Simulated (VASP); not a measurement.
Bi:

```
CELL_PARAMETERS angstrom
2.26750 1.30914 3.93800
-2.26750 1.30914 3.93800
0.00000 -2.61828 3.93800
ATOMIC_POSITIONS crystal
Bi 0.23400 0.23400 0.23400
Bi 0.76600 0.76600 0.76600
```

```yaml
Program: VASP 6.6.1
Task: relaxation of cell and atoms
Functional: PBEsol
Potentials_or_basis: VASP PAW PBE potentials, release 64 (Bi_d)
Cutoff: 600 eV
k_mesh: 12 × 12 × 12
Occupations: gaussian, width 0.1 eV
Spin: no spin polarisation
```

At the start: pressure -0.2 GPa; volume 35.07 Å³/atom.

Question: Where does the relaxation end?

Answer: Over 12 steps the energy falls by 3.0 meV/atom and the volume is 34.40 Å³/atom (-1.9 %); space group R-3m (No. 166, to 0.05 Å).

The path:
| step | energy change (eV) | largest force (eV/Å) | pressure (GPa) | volume (Å³) |
| --- | --- | --- | --- | --- |
| 1 | 0.0000 | 0.1611 | -0.24 | 70.14 |
| 2 | -0.0027 | 0.1295 | -0.01 | 69.60 |
| 3 | -0.0042 | 0.0878 | 0.31 | 68.88 |
| 4 | -0.0054 | 0.0092 | -0.18 | 69.26 |
| 5 | -0.0054 | 0.0038 | -0.12 | 69.21 |
| 6 | -0.0058 | 0.0021 | -0.06 | 69.04 |
| 7 | -0.0060 | 0.0121 | 0.05 | 68.71 |
| 8 | -0.0060 | 0.0104 | 0.03 | 68.76 |
| 9 | -0.0061 | 0.0082 | -0.02 | 68.84 |
| 10 | -0.0061 | 0.0077 | -0.03 | 68.85 |
| 11 | -0.0061 | 0.0024 | 0.02 | 68.79 |
| 12 | -0.0061 | 0.0018 | 0.00 | 68.81 |

Final structure:
```
CELL_PARAMETERS angstrom
2.26253 1.30627 3.88025
-2.26253 1.30627 3.88025
0.00000 -2.61254 3.88025
ATOMIC_POSITIONS crystal
Bi 0.23683 0.23683 0.23683
Bi 0.76317 0.76317 0.76317
```

Caveat: the PAW data sets were made with another functional, which shifts forces and pressure a little.
